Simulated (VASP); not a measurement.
# Sn2GeO3 (P4/nmm) in VASP: a series of runs

The runs below take Sn2GeO3 through single point, with PBE.

All numbers are computed with VASP 6.6.1; they aren't measurements. Logs are shortened: lines on timing, memory, paths and dates and some standing lists are left out, and cuts for length are marked.

## (1) The crystal as given

The structure is tetragonal, space group P4/nmm (No. 129). Conventional cell: a = 3.792 Å, b = 3.792 Å, c = 14.622 Å, α = 90.00°, β = 90.00°, γ = 90.00°. Around Sn (site symmetry 4mm) lie 4 O at 2.24 Å. Sn (site symmetry 4mm) has 4 O at 2.24 Å as nearest neighbours. Ge (site symmetry 4mm) has 4 O at 2.13 Å as nearest neighbours. O (site symmetry 2mm) has 4 Sn at 2.24 Å as nearest neighbours. O (site symmetry -4m2) has 4 Ge at 2.13 Å as nearest neighbours.

The cell was built by a generator and needn't be a form met in nature.

## (2) Single point, PBE

Input file INCAR:

```
SYSTEM = Sn2GeO3
PREC = Normal
ENCUT = 520
EDIFF = 1E-5
ISMEAR = 0
SIGMA = 0.05
LREAL = Auto
LASPH = .True.
NELM = 80
ALGO = Fast
ISIF = 2
LWAVE = .False.
LCHARG = .False.
GGA = PE
```

Input file KPOINTS:

```
Automatic mesh
0
Gamma
  5 5 2
  0 0 0
```

Input file POSCAR:

```
Sn2GeO3
1.0
    3.7925000000      0.0000000000      0.0000000000
    0.0000000000      3.7925000000      0.0000000000
    0.0000000000      0.0000000000     14.6220400000
Sn Ge O
4 2 6
Direct
    0.0000000000      0.5000000000      0.5934220000
    0.5000000000      0.0000000000      0.7561880000
    0.5000000000      0.0000000000      0.4065780000
    0.0000000000      0.5000000000      0.2438120000
    0.0000000000      0.5000000000      0.9332990000
    0.5000000000      0.0000000000      0.0667010000
    0.5000000000      0.5000000000      0.6746300000
    0.0000000000      0.0000000000      0.6746300000
    0.5000000000      0.5000000000      0.0000000000
    0.0000000000      0.0000000000      0.0000000000
    0.0000000000      0.0000000000      0.3253700000
    0.5000000000      0.5000000000      0.3253700000
```

Potentials or basis: VASP PAW PBE potentials, release 64 (Sn_d, Ge_d, O).

On the command line:

```
> cat potpaw_PBE.64/Sn_d/POTCAR potpaw_PBE.64/Ge_d/POTCAR potpaw_PBE.64/O/POTCAR > POTCAR
> mpirun -np 1 vasp_std > vasp.out
```

OUTCAR:

```text
SYSTEM = Sn2GeO3
   PREC = Normal
   ENCUT = 520
   EDIFF = 1E-5
   ISMEAR = 0
   LREAL = Auto
   LASPH = .True.
   NELM = 80
   ISIF = 2
   GGA = PE

 ion  position               nearest neighbor table
   1  0.000  0.500  0.593-   7 2.24   8 2.24   8 2.24   7 2.24   2 3.59   2 3.59   2 3.59   2 3.59

   2  0.500  0.000  0.756-   7 2.24   8 2.24   7 2.24   8 2.24   1 3.59   1 3.59   1 3.59   1 3.59

   3  0.500  0.000  0.407-  11 2.24  12 2.24  12 2.24  11 2.24   4 3.59   4 3.59   4 3.59   4 3.59

   4  0.000  0.500  0.244-  11 2.24  12 2.24  11 2.24  12 2.24   3 3.59   3 3.59   3 3.59   3 3.59

   5  0.000  0.500  0.933-   9 2.13  10 2.13  10 2.13   9 2.13
   6  0.500  0.000  0.067-   9 2.13  10 2.13   9 2.13  10 2.13
   7  0.500  0.500  0.675-   1 2.24   1 2.24   2 2.24   2 2.24
   8  0.000  0.000  0.675-   1 2.24   1 2.24   2 2.24   2 2.24
   9  0.500  0.500  0.000-   5 2.13   6 2.13   6 2.13   5 2.13
  10  0.000  0.000  0.000-   5 2.13   6 2.13   5 2.13   6 2.13
  11  0.000  0.000  0.325-   3 2.24   3 2.24   4 2.24   4 2.24
  12  0.500  0.500  0.325-   3 2.24   3 2.24   4 2.24   4 2.24

  LATTYP: Found a simple tetragonal cell.
 ALAT       =     3.7925000000
 C/A-ratio  =     3.8555148319

  Lattice vectors:

 A1 = (   3.7925000000,   0.0000000000,   0.0000000000)
 A2 = (   0.0000000000,   3.7925000000,   0.0000000000)
 A3 = (   0.0000000000,   0.0000000000,  14.6220400000)

Analysis of symmetry for initial positions (statically):
=====================================================================
 Subroutine PRICEL returns:
 Original cell was already a primitive cell.

 Routine SETGRP: Setting up the symmetry group for a
 simple tetragonal supercell.

 Subroutine GETGRP returns: Found 16 space group operations
 (whereof  8 operations were pure point group operations)
 out of a pool of 16 trial point group operations.

The static configuration has the point symmetry D_2d.
 The point group associated with its full space group is D_4h.

Analysis of symmetry for dynamics (positions and initial velocities):
=====================================================================
 Subroutine PRICEL returns:
 Original cell was already a primitive cell.

 Routine SETGRP: Setting up the symmetry group for a
 simple tetragonal supercell.

 Subroutine GETGRP returns: Found 16 space group operations
 (whereof  8 operations were pure point group operations)
 out of a pool of 16 trial point group operations.

The dynamic configuration has the point symmetry D_2d.
 The point group associated with its full space group is D_4h.

 Subroutine INISYM returns: Found 16 space group operations
 (whereof  8 operations are pure point group operations),
 and found     1 'primitive' translations

----------------------------------------------------------------------------------------

                                     Primitive cell

  volume of cell :     210.3096

  direct lattice vectors                    reciprocal lattice vectors
     3.792500000  0.000000000  0.000000000     0.263678312  0.000000000  0.000000000
     0.000000000  3.792500000  0.000000000     0.000000000  0.263678312  0.000000000
     0.000000000  0.000000000 14.622040000     0.000000000  0.000000000  0.068389910

  length of vectors
     3.792500000  3.792500000 14.622040000     0.263678312  0.263678312  0.068389910

  position of ions in fractional coordinates (direct lattice)
     0.000000000  0.500000000  0.593422000
     0.500000000  0.000000000  0.756188000
     0.500000000  0.000000000  0.406578000
     0.000000000  0.500000000  0.243812000
     0.000000000  0.500000000  0.933299000
     0.500000000  0.000000000  0.066701000
     0.500000000  0.500000000  0.674630000
     0.000000000  0.000000000  0.674630000
     0.500000000  0.500000000  0.000000000
     0.000000000  0.000000000  0.000000000
     0.000000000  0.000000000  0.325370000
     0.500000000  0.500000000  0.325370000

  ion indices of the primitive-cell ions
   primitive index   ion index
                 1           1
                 2           2
                 3           3
                 4           4
                 5           5
                 6           6
                 7           7
                 8           8
                 9           9
                10          10
                11          11
                12          12

----------------------------------------------------------------------------------------

 KPOINTS: Automatic mesh

Automatic generation of k-mesh.
 Grid dimensions read from file:
 generate k-points for:    5    5    2

 Generating k-lattice:

  Cartesian coordinates                     Fractional coordinates (reciprocal lattice)
     0.052735662  0.000000000  0.000000000     0.200000000  0.000000000  0.000000000
     0.000000000  0.052735662  0.000000000     0.000000000  0.200000000  0.000000000
     0.000000000  0.000000000  0.034194955     0.000000000  0.000000000  0.500000000

  Length of vectors
     0.052735662  0.052735662  0.034194955

  Shift w.r.t. Gamma in fractional coordinates (k-lattice)
     0.000000000  0.000000000  0.000000000

 Subroutine IBZKPT returns following result:
 ===========================================

 Found     12 irreducible k-points:

 Following reciprocal coordinates:
            Coordinates               Weight
  0.000000  0.000000  0.000000      1.000000
  0.200000  0.000000  0.000000      4.000000
  0.400000  0.000000  0.000000      4.000000
  0.200000  0.200000  0.000000      4.000000
  0.400000  0.200000  0.000000      8.000000
  0.400000  0.400000  0.000000      4.000000
  0.000000  0.000000  0.500000      1.000000
  0.200000  0.000000  0.500000      4.000000
  0.400000  0.000000  0.500000      4.000000
  0.200000  0.200000  0.500000      4.000000
  0.400000  0.200000  0.500000      8.000000
  0.400000  0.400000  0.500000      4.000000
   k-points           NKPTS =     12   k-points in BZ     NKDIM =     12   number of bands    NBANDS=     72
   number of dos      NEDOS =    301   number of ions     NIONS =     12
   total plane-waves  NPLWV =  48384
   dimension x,y,z NGX =    24 NGY =   24 NGZ =   84
   dimension x,y,z NGXF=    48 NGYF=   48 NGZF=  168
   ions per type =               4   2   6
   NGX,Y,Z   is equivalent  to a cutoff of  10.52, 10.52,  9.55 a.u.
   NGXF,Y,Z  is equivalent  to a cutoff of  21.04, 21.04, 19.10 a.u.
 SYSTEM =  Sn2GeO3
   PREC   = normal    normal or accurate (medium, high low for compatibility)
   ISTART =      0    job   : 0-new  1-cont  2-samecut
   ICHARG =      2    charge: 1-file 2-atom 10-const
   ISPIN  =      1    spin polarized calculation?
   LNONCOLLINEAR =      F non collinear calculations
   LSORBIT =      F    spin-orbit coupling
   LASPH  =      T    aspherical Exc in radial PAW
   ENCUT  =  520.0 eV  38.22 Ry    6.18 a.u.   7.05  7.05 27.19*2*pi/ulx,y,z
   NELM   =     80;   NELMIN=  2; NELMDL= -5     # of ELM steps
   EDIFF  = 0.1E-04   stopping-criterion for ELM
   LREAL  =      T    real-space projection
   EDIFFG = 0.1E-03   stopping-criterion for IOM
   NSW    =      0    number of steps for IOM
   IBRION =     -1    ionic relax: 0-MD 1-quasi-New 2-CG
   NFREE  =      0    steps in history (QN), initial steepest desc. (CG)
   ISIF   =      2    stress and relaxation
   ISYM   =      2    0-nonsym 1-usesym 2-fastsym
   POTIM  = 0.5000    time-step for ionic-motion
   TEBEG  =    0.0;   TEEND  =   0.0 temperature during run
   PSTRESS=    0.0 pullay stress
   NELECT =     120.0000    total number of electrons
   NUPDOWN=      -1.0000    fix difference up-down
   EMIN   =  10.00;   EMAX   =-10.00  energy-range for DOS
   EFERMI =   0.00;   METHOD = LEGACY
   ISMEAR =     0;   SIGMA  =   0.05  broadening in eV -4-tet -1-fermi 0-gaus
   EFERMI_NEDOS =   21; number of points for ismear=-14 and -15
   IALGO  =     68    algorithm
   IMIX   =      4    mixing-type and parameters
     AMIX     =   0.40;   BMIX     =  1.00
     AMIX_MAG =   1.60;   BMIX_MAG =  1.00
  volume/ion in A,a.u.               =      17.53       118.27
  Fermi-wavevector in a.u.,A,eV,Ry     =   1.357841  2.565947 25.085493  1.843732
  Thomas-Fermi vector in A             =   2.484725
   LORBIT       =      0    0 simple, 1 ext, 2 COOP (PROOUT), +10 PAW based schemes
   GGA     = PE    functional components
   LHFCALC =     F    Hartree Fock is set to
   AEXX    =    0.0000 exact exchange contribution
   IVDW    =     0    specifies the selected vdW correction
   LEPSILON=     F    determine dielectric tensor
   LRPA    =     F    only Hartree local field effects (RPA)
 non-spin polarized calculation
 RMM-DIIS sequential band-by-band and
 Gauss-broadening in eV      SIGMA  =   0.05
  energy-cutoff  :      520.00
  volume of cell :      210.31
 maximum number of plane-waves:      5685
   NGX = 15   NGY = 15   NGZ = 55

 number of electron     119.9999948 magnetization

 Free energy of the ion-electron system (eV)
  ---------------------------------------------------
  ext. energy  EPLUGINS =         0.00000000
  ---------------------------------------------------
  free energy    TOTEN  =       -68.55212337 eV

  energy without entropy =      -68.55212337  energy(sigma->0) =      -68.55212337

 E-fermi :   5.8126     XC(G=0): -10.0154

 val. band max:        5.5641569870   @ k =   0.0000   0.0000   0.5000
 cond. band min:       6.7824920335   @ k =   0.4000   0.4000   0.0000
 fundamental gap:      1.2183350465
 Fermi energy:         5.8126249679

 k-point     1 :       0.0000    0.0000    0.0000
  band No.  band energies     occupation
      1     -19.1434      2.00000
      2     -19.0478      2.00000
      3     -19.0433      2.00000
      4     -19.0343      2.00000
      5     -19.0343      2.00000
      6     -19.0233      2.00000
[... 64 lines left out ...]
     71      10.8667      0.00000
     72      10.8904      0.00000

 k-point     2 :       0.2000    0.0000    0.0000
  band No.  band energies     occupation
      1     -19.1330      2.00000
      2     -19.0498      2.00000
      3     -19.0449      2.00000
      4     -19.0392      2.00000
      5     -19.0322      2.00000
      6     -19.0189      2.00000
[... 64 lines left out ...]
     71      11.1236      0.00000
     72      11.2214      0.00000

 k-point     3 :       0.4000    0.0000    0.0000
  band No.  band energies     occupation
      1     -19.1072      2.00000
      2     -19.0741      2.00000
      3     -19.0469      2.00000
      4     -19.0451      2.00000
      5     -19.0272      2.00000
      6     -19.0242      2.00000
[... 664 lines left out ...]
     71      10.9876      0.00000
     72      11.3332      0.00000

 k-point    12 :       0.4000    0.4000    0.5000
  band No.  band energies     occupation
      1     -19.0906      2.00000
      2     -19.0795      2.00000
      3     -19.0415      2.00000
      4     -19.0408      2.00000
      5     -19.0402      2.00000
      6     -19.0402      2.00000
[... 64 lines left out ...]
     71      10.8941      0.00000
     72      11.4163      0.00000

------------------------ aborting loop because EDIFF is reached ----------------------------------------

  FORCE on cell =-STRESS in cart. coord.  units (eV):
  Direction    XX          YY          ZZ          XY          YZ          ZX
  --------------------------------------------------------------------------------------
  -------------------------------------------------------------------------------------
  Total       -0.0263147     -0.0263147     -0.2130355      0.0000000      0.0000000      0.0000000
  in kB       -0.2004706     -0.2004706     -1.6229437      0.0000000      0.0000000      0.0000000
  external PRESSURE =      -0.6746283 kB  Pullay stress =       0.0000000 kB

 VOLUME and BASIS-vectors are now :
 -----------------------------------------------------------------------------
  energy-cutoff  :      520.00
  volume of cell :      210.31
      direct lattice vectors                 reciprocal lattice vectors
     3.792500000  0.000000000  0.000000000     0.263678312  0.000000000  0.000000000
     0.000000000  3.792500000  0.000000000     0.000000000  0.263678312  0.000000000
     0.000000000  0.000000000 14.622040000     0.000000000  0.000000000  0.068389910

 POSITION                                       TOTAL-FORCE (eV/Angst)
 -----------------------------------------------------------------------------------
      0.00000      1.89625      8.67704         0.000000      0.000000      0.027821
      1.89625      0.00000     11.05701        -0.000000      0.000000     -0.017309
      1.89625      0.00000      5.94500        -0.000000      0.000000     -0.027821
      0.00000      1.89625      3.56503        -0.000000      0.000000      0.017309
      0.00000      1.89625     13.64674        -0.000000      0.000000      0.010611
      1.89625      0.00000      0.97530         0.000000      0.000000     -0.010611
      1.89625      1.89625      9.86447        -0.000000     -0.000000     -0.004811
      0.00000      0.00000      9.86447         0.000000      0.000000     -0.004811
      1.89625      1.89625      0.00000         0.000000      0.000000      0.000000
      0.00000      0.00000      0.00000        -0.000000      0.000000      0.000000
      0.00000      0.00000      4.75757         0.000000      0.000000      0.004811
      1.89625      1.89625      4.75757        -0.000000      0.000000      0.004811
 -----------------------------------------------------------------------------------
    total drift:                                0.000000      0.000000      0.000000

  FREE ENERGIE OF THE ION-ELECTRON SYSTEM (eV)
  ---------------------------------------------------
  free  energy   TOTEN  =       -68.5521233676 eV

  energy  without entropy=      -68.5521233676  energy(sigma->0) =      -68.55212337
```

Wall time 81 s (1 thread of Intel Xeon 6975P-C (Granite Rapids), shared host); peak memory 0.28 GiB.

What came out:

| Item | Value |
| --- | --- |
| Free energy | -68.5521 eV |
| Pressure | -0.1 GPa |
| Largest force | 0.028 eV/Å |
| Band gap on the k mesh | 1.22 eV, indirect (least direct gap 1.49 eV) |

Forces in eV/Å, atoms in the order of the input:
```
Sn   0.000  0.000  0.028
Sn   0.000  0.000 -0.017
Sn   0.000  0.000 -0.028
Sn   0.000  0.000  0.017
Ge   0.000  0.000  0.011
Ge   0.000  0.000 -0.011
O    0.000  0.000 -0.005
O    0.000  0.000 -0.005
O    0.000  0.000  0.000
O    0.000  0.000  0.000
O    0.000  0.000  0.005
O    0.000  0.000  0.005
```

Caveat: spin-orbit coupling is left out, which moves the levels of the heavy elements; an odd mesh through Γ misses points on the zone boundary, where band edges often lie. As with any semilocal functional, this PBE gap is likely too small.

## (3) Single point, PBE

This run uses another cell than the first one, of 17.59 Å³/atom, 1.003 times its volume.

INCAR is that of step 2.

Input file KPOINTS:

```
Automatic mesh
0
Gamma
  4 2 4
  0 0 0
```

Input file POSCAR:

```
Sn2GeO3
1.0
    3.9898500000      0.0000000000      0.0000000000
    0.0000000000     10.7483700000      0.0000000000
    0.0000000000      0.0000000000      4.9208400000
Sn Ge O
4 2 6
Direct
    0.0000000000      0.3340430000      0.2590280000
    0.0000000000      0.6659570000      0.2590280000
    0.5000000000      0.1659570000      0.7409720000
    0.5000000000      0.8340430000      0.7409720000
    0.0000000000      0.0000000000      0.2972840000
    0.5000000000      0.5000000000      0.7027160000
    0.0000000000      0.1607250000      0.5166060000
    0.0000000000      0.8392750000      0.5166060000
    0.0000000000      0.5000000000      0.5260370000
    0.5000000000      0.3392750000      0.4833940000
    0.5000000000      0.6607250000      0.4833940000
    0.5000000000      0.0000000000      0.4739630000
```

Potentials or basis: VASP PAW PBE potentials, release 64 (Sn_d, Ge_d, O).

On the command line:

```
> cat potpaw_PBE.64/Sn_d/POTCAR potpaw_PBE.64/Ge_d/POTCAR potpaw_PBE.64/O/POTCAR > POTCAR
> mpirun -np 1 vasp_std > vasp.out
```

Wall time 2.2 min (1 thread of Intel Xeon 6975P-C (Granite Rapids), shared host); peak memory 0.31 GiB.

The run converged. Its results:

* Free energy: -68.5913 eV
* Pressure: 0.0 GPa
* Largest force: 0.014 eV/Å
* Band gap on the k mesh: 0.65 eV, indirect (least direct gap 2.11 eV)

Forces on the atoms (eV/Å):
```
Sn   0.000  0.003  0.004
Sn   0.000 -0.003  0.004
Sn   0.000 -0.003 -0.004
Sn   0.000  0.003 -0.004
Ge   0.000  0.000 -0.001
Ge   0.000  0.000  0.001
O    0.000 -0.011 -0.008
O    0.000  0.011 -0.008
O    0.000  0.000  0.002
O    0.000  0.011  0.008
O    0.000 -0.011  0.008
O    0.000  0.000 -0.002
```

Stress tensor (GPa, compression positive):
```
 0.09  0.00  0.00
 0.00 -0.07  0.00
 0.00  0.00  0.00
```

Levels at points of the mesh, in eV from the valence-band top:
```tsv
k point	band 57	band 58	band 59	band 60	band 61	band 62	band 63	band 64
(0.00, 0.00, 0.00)	-2.71	-0.73	-0.51	-0.10	2.01	2.65	2.83	2.98
(0.50, 0.00, 0.00)	-1.94	-1.94	-1.86	-1.86	1.40	1.40	1.68	1.68
(0.00, 0.50, 0.00)	-2.13	-2.13	0.00	0.00	2.55	2.55	3.11	3.11
(0.50, 0.50, 0.00)	-2.14	-2.14	-1.67	-1.67	0.65	0.65	2.74	2.74
(0.00, 0.00, 0.50)	-1.75	-1.55	-1.32	-1.25	1.70	1.94	2.27	2.82
(0.50, 0.00, 0.50)	-1.92	-1.92	-1.46	-1.46	2.48	2.48	3.17	3.17
(0.00, 0.50, 0.50)	-1.79	-1.79	-1.30	-1.30	2.43	2.43	2.68	2.68
(0.50, 0.50, 0.50)	-1.63	-1.63	-1.54	-1.54	2.61	2.61	2.74	2.74
```

Caveat: spin-orbit coupling is left out, which moves the levels of the heavy elements.
